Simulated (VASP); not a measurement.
Output of a VASP run:

OSZICAR:
```
       N       E                     dE             d eps       ncg     rms          rms(c)
DAV:   1     0.204005031776E+02    0.20401E+02   -0.24635E+03   791   0.610E+02
DAV:   2    -0.836931619584E+00   -0.21237E+02   -0.20397E+02  1064   0.100E+02
DAV:   3    -0.145908546112E+01   -0.62215E+00   -0.61474E+00   945   0.199E+01
DAV:   4    -0.146070463450E+01   -0.16192E-02   -0.16190E-02  1155   0.115E+00
DAV:   5    -0.146070769072E+01   -0.30562E-05   -0.30563E-05   959   0.322E-02    0.626E+00
DAV:   6    -0.146133303835E+01   -0.62535E-03   -0.10552E-03  1022   0.251E-01    0.381E+00
DAV:   7    -0.146202797806E+01   -0.69494E-03   -0.16917E-03   861   0.332E-01    0.443E-02
DAV:   8    -0.146201175039E+01    0.16228E-04   -0.83787E-05  1064   0.614E-02    0.916E-03
DAV:   9    -0.146201374464E+01   -0.19943E-05   -0.36771E-06   987   0.148E-02    0.407E-03
DAV:  10    -0.146201462951E+01   -0.88487E-06   -0.11862E-06   903   0.801E-03
   1 F= -.14620146E+01 E0= -.14615774E+01  d E =-.146201E+01
```

File OUTCAR:
```
------------------------ aborting loop because EDIFF is reached ----------------------------------------
  FORCE on cell =-STRESS in cart. coord.  units (eV):
  Direction    XX          YY          ZZ          XY          YZ          ZX
  --------------------------------------------------------------------------------------
  Total        0.0014505      0.0014505      0.0014505      0.0000000     -0.0000000      0.0000000
  in kB        0.0844315      0.0844315      0.0844315      0.0000000     -0.0000000      0.0000000
  external PRESSURE =       0.0844315 kB  Pullay stress =       0.0000000 kB
  volume of cell :       27.52
      direct lattice vectors                 reciprocal lattice vectors
     3.019303531  0.000000000  0.000000000     0.331202209  0.000000000  0.000000000
     0.000000000  3.019303531  0.000000000     0.000000000  0.331202209  0.000000000
     0.000000000  0.000000000  3.019303531     0.000000000  0.000000000  0.331202209
 POSITION                                       TOTAL-FORCE (eV/Angst)
 -----------------------------------------------------------------------------------
      0.00000      0.00000      0.00000         0.000000      0.000000      0.000000
 -----------------------------------------------------------------------------------
    total drift:                                0.000000      0.000000     -0.000000
  FREE ENERGIE OF THE ION-ELECTRON SYSTEM (eV)
  ---------------------------------------------------
  free  energy   TOTEN  =        -1.4620146295 eV

  energy  without entropy=       -1.4607029241  energy(sigma->0) =       -1.46157739

 reached required accuracy - stopping structural energy minimisation
```
(Selected blocks of OUTCAR.)

POSCAR:
```
Br
1
    3.0193035312     0.0000000000    -0.0000000000
    0.0000000000     3.0193035312     0.0000000000
   -0.0000000000    -0.0000000000     3.0193035312
Br
1
Direct
  0.0000000000   0.0000000000   0.0000000000
```

Problem. Write an INCAR and KPOINTS that could have produced this output.

Solution. One answer among several that fit: the input of the run itself, PBEsol GGA, plane waves, VASP's PBE PAW potentials (set 64).

**KPOINTS**
```
Automatic mesh
0
Gamma
11 11 11
0 0 0
```

**INCAR**
```
! general
SYSTEM   =  Br
PREC     =  Accurate
ENCUT    =  400   ! plane-wave cut-off (eV)
LREAL    =  F
LASPH    =  T

! electronic loop
EDIFF    =  1E-6
NELM     =  100
ALGO     =  Normal
LMAXMIX  =  4

! smearing
ISMEAR   =  1
SIGMA    =  0.1   ! width (eV)

! functional
GGA      =  PS   ! PBEsol

! ions
IBRION   =  2
NSW      =  60   ! most ionic steps
ISIF     =  3   ! ions, shape and volume
EDIFFG   =  -0.01   ! ionic stop

! output
LWAVE    =  F
LCHARG   =  F
```

POTCAR, in this order: Br (PBE.64 set). Program: vasp_std.

The structure was generated: Br was put into the simple-cubic type (Pm-3m), which need not be its known phase. It was relaxed first, which changed the volume by -7 %. The start is the result of an earlier pass.
